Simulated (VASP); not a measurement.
Method: LDA (Ceperley-Alder, Perdew-Zunger), VASP's LDA PAW potentials (set 64) (plane waves; VASP).

VASP input:

KPOINTS:
```
Automatic mesh
0
Gamma
14 14 14
0 0 0
```

**POSCAR**
```
ZrC
1
    0.0000000000     2.3228405768     2.3228405768
    2.3228405768     0.0000000000     2.3228405768
    2.3228405768     2.3228405768     0.0000000000
Zr C
1 1
Direct
  0.0000000000   0.0000000000   0.0000000000
  0.5000000000   0.5000000000   0.5000000000
```

INCAR:
```
ALGO  =  Normal
EDIFF  =  1E-7
ENCUT  =  520
ISIF  =  2
ISMEAR  =  1
LASPH  =  .True.
LCHARG  =  .False.
LMAXMIX  =  4
LREAL  =  .False.
LWAVE  =  .False.
NELM  =  100
PREC  =  Accurate
SIGMA  =  0.1
SYSTEM  =  ZrC
```

POTCAR, in this order: Zr_sv C (LDA.64 set). Program: vasp_std.

Question: What does the run give for the energy per atom (σ→0), band gap (on the k-mesh)?

Answer: 
* **energy per atom (σ→0)**: -10.639 eV/atom
* **band gap (on the k-mesh)**: none (metal, semimetal or under 0.01 eV)

File OSZICAR:
```
...
DAV:   8    -0.212832604101E+02    0.17782E-01   -0.15216E-01  2676   0.326E+00    0.165E+00
DAV:   9    -0.212781819800E+02    0.50784E-02   -0.32884E-02  2916   0.117E+00    0.477E-01
DAV:  10    -0.212782566160E+02   -0.74636E-04   -0.19175E-03  3016   0.538E-01    0.353E-01
DAV:  11    -0.212780635551E+02    0.19306E-03   -0.68726E-04  2736   0.200E-01    0.176E-02
DAV:  12    -0.212780627910E+02    0.76415E-06   -0.10794E-05  3460   0.358E-02    0.962E-03
DAV:  13    -0.212780626075E+02    0.18343E-06   -0.38480E-07  2964   0.549E-03    0.144E-03
DAV:  14    -0.212780626057E+02    0.18313E-08   -0.13956E-08  1544   0.101E-03
   1 F= -.21278063E+02 E0= -.21277987E+02  d E =-.226716E-03
```

The compound is ZrC in the rock salt structure. It was relaxed first.
